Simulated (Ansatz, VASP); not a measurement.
# Cross-check of Pb (Pb(110)) between VASP and Ansatz, part 2 of 2

Aim: how closely do two programs agree when they are given the same cell, functional and k mesh?

VASP 6.6.1 and Ansatz 0.2.0.

So far: The structure; Ansatz: band structure, r2SCAN.

## Step 3: VASP: band structure, r2SCAN

Level of this step: r2SCAN; plane waves and PAW (Pb) (VASP).

The same cell, functional, mesh and smearing now go to VASP, with its own data sets and cutoff.

Lines of VASP's logs that name or quote its potential files are left out, and so is its time.

INCAR reads:

```
SYSTEM = Pb
PREC = Normal
ENCUT = 300
EDIFF = 1E-06
NELM = 120
ISMEAR = -1
SIGMA = 0.1
LREAL = .FALSE.
ALGO = Normal
METAGGA = R2SCAN
LASPH = .TRUE.
NBANDS = 32
LORBIT = 11
LWAVE = .FALSE.
LCHARG = .TRUE.
IDIPOL = 3
LDIPOL = .TRUE.
DIPOL = 0.5 0.5 0.5
LVHAR = .TRUE.
LVACPOTAV = .TRUE.
LELF = .TRUE.
NEDOS = 1500
```

POSCAR reads:

```
Pb
1.0
    4.9500000000      0.0000000000      0.0000000000
    0.0000000000      3.5001785669      0.0000000000
    0.0000000000      0.0000000000     28.5005357006
Pb
7
Direct
    0.0000000000      0.0000000000      0.3157835381
    0.5000000000      0.5000000000      0.3771890254
    0.0000000000      0.0000000000      0.4385945127
    0.5000000000      0.5000000000      0.5000000000
    0.0000000000      0.0000000000      0.5614054873
    0.5000000000      0.5000000000      0.6228109746
    0.0000000000      0.0000000000      0.6842164619
```

KPOINTS reads:

```
Automatic mesh
0
Gamma
8 12 1
0 0 0
```

KPOINTS_OPT reads:

```
Line mode
14
Line-mode
Reciprocal
  0.00000000   0.00000000   0.00000000 GAMMA
 -0.50000000   0.00000000   0.00000000 X

 -0.50000000   0.00000000   0.00000000 X
 -0.50000000  -0.50000000   0.00000000 S

 -0.50000000  -0.50000000   0.00000000 S
  0.00000000  -0.50000000   0.00000000 Y

  0.00000000  -0.50000000   0.00000000 Y
  0.00000000   0.00000000   0.00000000 GAMMA

  0.00000000   0.00000000   0.00000000 GAMMA
 -0.50000000  -0.50000000   0.00000000 S
```

The projector-augmented-wave data sets are Pb (PBE family, release 64).

Started as:

```
mpirun -np 2 vasp_std
```

Numbers of over 12 decimals in the logs are rounded to 6 here.

The log of the run:

```text
[banner, memory and clock lines left out]
running    2 mpi-ranks, on    1 nodes
 distrk:  each k-point on    2 cores,    1 groups
 distr:  one band on    1 cores,    2 groups

 POSCAR found type information on POSCAR Pb
 POSCAR found :  1 types and       7 ions
|                                                                             |
|               ----> ADVICE to this user running VASP <----                  |
|                                                                             |
|     You enforced a specific xc type in the INCAR file but a different       |
|     [... a line on the potential file left out ...]
|     I HOPE YOU KNOW WHAT YOU ARE DOING!                                     |
|                                                                             |

 LDA part: xc-table for (None), standard interpolation
 POSCAR, INCAR and KPOINTS ok, starting setup
 FFT: planning ... GRIDC
 FFT: planning ... GRID_SOFT
 FFT: planning ... GRID
 WAVECAR not read
 entering main loop
       N       E                     dE             d eps       ncg     rms          rms(c)
DAV:   1    -0.254327815386E+03   -0.25433E+03   -0.57414E+03  2240   0.400E+02
DAV:   2    -0.379156862655E+03   -0.12483E+03   -0.11728E+03  3144   0.875E+01
DAV:   3    -0.393511823034E+03   -0.14355E+02   -0.14111E+02  2824   0.338E+01
DAV:   4    -0.394167530847E+03   -0.65571E+00   -0.65537E+00  2952   0.741E+00
DAV:   5    -0.394177350864E+03   -0.98200E-02   -0.98197E-02  2912   0.108E+00    0.117E+01
DAV:   6    -0.393259608732E+03    0.91774E+00   -0.42200E-01  2656   0.262E+00    0.761E+00
DAV:   7    -0.393379264152E+03   -0.11966E+00   -0.55097E-01  2592   0.267E+00    0.111E+00
DAV:   8    -0.393274950242E+03    0.10431E+00   -0.37004E-01  2816   0.193E+00    0.378E-01
DAV:   9    -0.393282562646E+03   -0.76124E-02   -0.32820E-02  2328   0.647E-01    0.502E-01
DAV:  10    -0.393283602376E+03   -0.10397E-02   -0.29841E-03  2576   0.184E-01    0.620E-01
DAV:  11    -0.393283325825E+03    0.27655E-03   -0.28408E-04  2360   0.594E-02    0.670E-01
DAV:  12    -0.393284458090E+03   -0.11323E-02   -0.81301E-03  2656   0.280E-01    0.405E-01
DAV:  13    -0.393284410966E+03    0.47124E-04   -0.72081E-04  2520   0.812E-02    0.268E-01
DAV:  14    -0.393284383374E+03    0.27592E-04   -0.20389E-05  2672   0.166E-02    0.282E-01
[...]
DAV:  25    -0.393287491872E+03   -0.76614E-05   -0.14957E-06  2080   0.510E-03    0.213E-02
DAV:  26    -0.393287495957E+03   -0.40850E-05   -0.91599E-07  1968   0.446E-03    0.594E-03
DAV:  27    -0.393287501032E+03   -0.50748E-05   -0.45358E-07  2136   0.306E-03    0.236E-03
DAV:  28    -0.393287506756E+03   -0.57236E-05   -0.47936E-07  2368   0.280E-03    0.550E-04
DAV:  29    -0.393287508511E+03   -0.17556E-05   -0.27330E-07  2184   0.216E-03    0.115E-03
DAV:  30    -0.393287511435E+03   -0.29242E-05   -0.17426E-07  2064   0.198E-03    0.128E-03
DAV:  31    -0.393287512807E+03   -0.13716E-05   -0.21267E-07  2112   0.201E-03    0.364E-04
DAV:  32    -0.393287512945E+03   -0.13806E-06   -0.17774E-08  1776   0.679E-04
|                                                                             |
|           W    W    AA    RRRRR   N    N  II  N    N   GGGG   !!!           |
|           W    W   A  A   R    R  NN   N  II  NN   N  G    G  !!!           |
|           W    W  A    A  R    R  N N  N  II  N N  N  G       !!!           |
|           W WW W  AAAAAA  RRRRR   N  N N  II  N  N N  G  GGG   !            |
|           WW  WW  A    A  R   R   N   NN  II  N   NN  G    G                |
|           W    W  A    A  R    R  N    N  II  N    N   GGGG   !!!           |
|                                                                             |
|     Did not find any points to average over, which means that no vacuum     |
|     field-free region was found. Please increase the size of  your cell     |
|     in the dimension of the dipole correction to obtain accurate            |
|     workfunction values.                                                    |
|                                                                             |

   1 F= -.39328751E+03 E0= -.39322193E+03  d E =-.131167E+00
 Start KPOINTS_OPT (optional k-point list driver)
k-point batch [1-35\70]
       N       E                     dE             ncg
DAV:   1    -0.625012703771E+03   -0.15482E+05     2240
DAV:   2    -0.478516814495E+04   -0.41602E+04     3120
DAV:   3    -0.527579733920E+04   -0.49063E+03     2792
DAV:   4    -0.529754136282E+04   -0.21744E+02     3128
DAV:   5    -0.529790539442E+04   -0.36403E+00     3000
DAV:   6    -0.529791896770E+04   -0.13573E-01     3144
DAV:   7    -0.529791939320E+04   -0.42551E-03     2984
DAV:   8    -0.529791941252E+04   -0.19318E-04     2848
DAV:   9    -0.529791941328E+04   -0.75297E-06     2008
k-point batch [36-70\70]
       N       E                     dE             ncg
DAV:   1    -0.145688004153E+02   -0.14300E+05     2240
DAV:   2    -0.452168757579E+04   -0.45071E+04     3184
DAV:   3    -0.504011654747E+04   -0.51843E+03     2680
DAV:   4    -0.506042444549E+04   -0.20308E+02     2944
DAV:   5    -0.506072655788E+04   -0.30211E+00     2952
DAV:   6    -0.506073712333E+04   -0.10565E-01     2960
DAV:   7    -0.506073746549E+04   -0.34216E-03     3008
DAV:   8    -0.506073748013E+04   -0.14640E-04     2536
DAV:   9    -0.506073748069E+04   -0.56047E-06     1904
```

OUTCAR, selected parts (step 3):

```text
ion  position               nearest neighbor table
   1  0.000  0.000  0.316-   3 3.50   2 3.50   2 3.50   2 3.50   2 3.50
   2  0.500  0.500  0.377-   4 3.50   3 3.50   1 3.50   1 3.50   3 3.50   1 3.50   3 3.50   1 3.50
                             3 3.50
   3  0.000  0.000  0.439-   1 3.50   5 3.50   4 3.50   2 3.50   2 3.50   4 3.50   2 3.50   4 3.50
                             2 3.50   4 3.50
   4  0.500  0.500  0.500-   2 3.50   6 3.50   5 3.50   3 3.50   3 3.50   5 3.50   3 3.50   5 3.50
                             3 3.50   5 3.50
   5  0.000  0.000  0.561-   3 3.50   7 3.50   6 3.50   4 3.50   4 3.50   6 3.50   4 3.50   6 3.50
                             4 3.50   6 3.50
   6  0.500  0.500  0.623-   4 3.50   5 3.50   7 3.50   5 3.50   7 3.50   5 3.50   7 3.50   5 3.50
                             7 3.50
   7  0.000  0.000  0.684-   5 3.50   6 3.50   6 3.50   6 3.50   6 3.50

  LATTYP: Found a simple orthorhombic cell.
 ALAT       =     3.5001785669
 B/A-ratio  =     1.4142135624
 C/A-ratio  =     8.1425947722

 Subroutine GETGRP returns: Found  8 space group operations
 (whereof  8 operations were pure point group operations)

The static configuration has the point symmetry D_2h.

 Found     35 irreducible k-points:

   k-points           NKPTS =     35   k-points in BZ     NKDIM =     35   number of bands    NBANDS=     32

   dimension x,y,z NGX =    24 NGY =   16 NGZ =  126
   dimension x,y,z NGXF=    48 NGYF=   32 NGZF=  252

   ENCUT  =  300.0 eV  22.05 Ry    4.70 a.u.   6.99  4.94 40.25*2*pi/ulx,y,z

   NELECT =      28.0000    total number of electrons

 k-points in reciprocal lattice and weights: Automatic mesh
   0.00000000  0.00000000  0.00000000       0.010
   0.12500000  0.00000000  0.00000000       0.021
   0.25000000  0.00000000  0.00000000       0.021
   0.37500000  0.00000000  0.00000000       0.021
   0.50000000  0.00000000  0.00000000       0.010
   0.00000000  0.08333333  0.00000000       0.021
   0.12500000  0.08333333  0.00000000       0.042
   0.25000000  0.08333333  0.00000000       0.042
   0.37500000  0.08333333  0.00000000       0.042
[...]
0.37500000  0.50000000  0.00000000       0.021
   0.50000000  0.50000000  0.00000000       0.010

 dipolmoment           0.000000      0.000000     -0.000000 electrons x Angstroem

 average (electrostatic) potential at core
       1 -52.0068       2 -51.8187       3 -51.9400       4 -51.9736       5 -51.9400
       6 -51.8187       7 -52.0068

 E-fermi :  -0.0238

 k-point     1 :       0.0000    0.0000    0.0000
  band No.  band energies     occupation
    ...
      9      -2.3871      2.00000
     10      -1.5992      2.00000
     11      -1.3822      2.00000
     12      -1.1400      1.99997
     13      -0.4216      1.96321
     14       0.1263      0.36459
     15       0.5087      0.00969
     16       1.1241      0.00002
     17       2.1567      0.00000
     18       2.3505      0.00000
    ...

 k-point     2 :       0.1250    0.0000    0.0000
  band No.  band energies     occupation
    ...
      9      -2.6629      2.00000
     10      -2.4838      2.00000
     11      -1.4927      2.00000
     12      -0.4997      1.98299
     13      -0.3413      1.91976
     14       0.2115      0.17367
     15       1.2051      0.00001
     16       1.2554      0.00001
     17       1.7558      0.00000
     18       2.4793      0.00000
    ...

 k-point     3 :       0.2500    0.0000    0.0000
  band No.  band energies     occupation
    ...
      8      -3.3110      2.00000
      9      -3.0729      2.00000
     10      -2.1092      2.00000
     11      -1.6661      2.00000
     12      -0.8540      1.99950
     13       0.3602      0.04207
     14       0.8398      0.00035
     15       1.6602      0.00000
     16       2.0951      0.00000
     17       2.1195      0.00000
    ...

  Total       -1.5931021     -1.3827065     -1.1585332      0.0000000      0.0000000      0.0000000
  in kB       -5.1689909     -4.4863399     -3.7589853      0.0000000      0.0000000      0.0000000
  external PRESSURE =      -4.4714387 kB  Pullay stress =       0.0000000 kB

  energy-cutoff  :      300.00
  volume of cell :      493.80
      direct lattice vectors                 reciprocal lattice vectors
     4.950000000  0.000000000  0.000000000     0.202020202  0.000000000  0.000000000
     0.000000000  3.500178567  0.000000000     0.000000000  0.285699710  0.000000000
     0.000000000  0.000000000 28.500535701     0.000000000  0.000000000  0.035087060

 POSITION                                       TOTAL-FORCE (eV/Angst)
 -----------------------------------------------------------------------------------
      0.00000      0.00000      9.00000         0.000000     -0.000000      0.405300
      2.47500      1.75009     10.75009         0.000000      0.000000     -0.327771
      0.00000      0.00000     12.50018         0.000000      0.000000     -0.230604
      2.47500      1.75009     14.25027         0.000000     -0.000000      0.000000
      0.00000      0.00000     16.00036        -0.000000     -0.000000      0.230604
      2.47500      1.75009     17.75045        -0.000000     -0.000000      0.327771
      0.00000      0.00000     19.50054         0.000000     -0.000000     -0.405300
 -----------------------------------------------------------------------------------
    total drift:                               -0.000000     -0.000000     -0.000000

  FREE ENERGIE OF THE ION-ELECTRON SYSTEM (eV)
  ---------------------------------------------------
  free  energy   TOTEN  =      -393.2875129450 eV

  energy  without entropy=     -393.1563456485  energy(sigma->0) =     -393.22192930

 vacuum level on the upper side and lower side of the slab         3.730         3.730

 total charge
# of ion       s       p       d       tot
------------------------------------------
    1        1.686   1.218   0.041   2.945
    2        1.694   1.326   0.066   3.086
    3        1.704   1.320   0.073   3.097
    4        1.709   1.310   0.076   3.094
    5        1.704   1.320   0.073   3.097
    6        1.694   1.326   0.066   3.086
    7        1.686   1.218   0.041   2.945
--------------------------------------------------
tot         11.876   9.040   0.435  21.351

[... 3 further parts left out ...]
```

The data set Pb keeps the semicore shell frozen, which is cheaper and a little less accurate.

## Step 4: Comparison

Known differences besides the potentials themselves: VASP keeps PBE cores, Ansatz makes them for the functional; the data sets hold 98 valence electrons in Ansatz (default PAW (the set named soft_2) files) and 28 in VASP; the cutoff is 500 eV in Ansatz and 300 eV in VASP (PREC = Normal). Total energies have different zeros and are not compared.

Both answers:

```tsv
quantity	Ansatz	VASP	difference
work function, lower of the two faces (eV)	3.76	3.75	0.00
work function, higher of the two faces (eV)	3.76	3.75	0.00
```

Forces (eV/Å; atoms numbered as in POSCAR):

```tsv
atom	Ansatz x, y, z	VASP x, y, z
Pb1	0.000, 0.000, 0.382	0.000, 0.000, 0.405
Pb2	0.000, 0.000, -0.340	0.000, 0.000, -0.328
Pb3	0.000, 0.000, -0.231	0.000, 0.000, -0.231
Pb4	0.000, 0.000, 0.000	0.000, 0.000, 0.000
Pb5	0.000, 0.000, 0.231	0.000, 0.000, 0.231
Pb6	0.000, 0.000, 0.340	0.000, 0.000, 0.328
Pb7	0.000, 0.000, -0.382	0.000, 0.000, -0.405
```

The forces differ by 8.1 meV/Å r.m.s., which is 4.6 % of the r.m.s. force of 0.18 eV/Å (both taken over all components). Levels from 3 eV below to 2 eV above the Fermi level differ by 5 meV r.m.s. and 15 meV at most; each VASP level is matched to the nearest of Ansatz, which flatters the figure a little. VASP's log warns that it found no field-free region in the vacuum, so its work functions are uncertain.

## Step 5: Outcome

| Item | Value |
| --- | --- |
| r.m.s. difference of levels near the Fermi level (band structure, r2SCAN) | 5.2 meV |
| r.m.s. force difference (band structure, r2SCAN) | 8.1 meV/Å |

The r.m.s. force difference is 8.1 meV/Å (band structure, r2SCAN), within the 12 meV/Å picked in this series as the mark of a large difference. Such differences can come from data sets, numerical settings and the points named under the comparisons, not from the functional's error against experiment.

[Lines on the potential files, build, host, timing and source positions are cut from VASP's logs without a mark.]

[Logs are printed without paths, hosts, clocks, repeated set-up lines and the standing remarks that a program may print on its own settings, such as how far it seeks lower states.]

[Hosts, paths, dates, database ids (printed as entryN), source tags and the programs' standing remarks are cut or masked in the printed files.]
